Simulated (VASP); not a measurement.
Here is the system:

```xyz
3
Lattice="0.0000 2.2928 2.2928 2.2928 0.0000 2.2928 2.2928 2.2928 0.0000" Properties=species:S:1:pos:R:3 pbc="T T T"
Li     1.1464     1.1464     1.1464
Li     3.4392     3.4392     3.4392
O      0.0000     0.0000     0.0000
```

These are MS2 meta-GGA, VASP's PBE PAW potentials (set 64) (plane waves; VASP) values and carry that method's errors. Run with 520 eV cut-off, 8×8×8 Γ-centred mesh, Gaussian smearing of 0.050 eV, potentials Li_sv O.

### Question
Give the stress tensor in GPa (positive for a compressed cell).

### Answer

```
-2.38   0.00   0.00
 0.00  -2.38   0.00
 0.00   0.00  -2.38
```
The pressure is its mean diagonal, -2.38 GPa.

The compound is Li2O in the antifluorite structure. This cell is one point of a volume scan, at 1.03 of the reference volume.
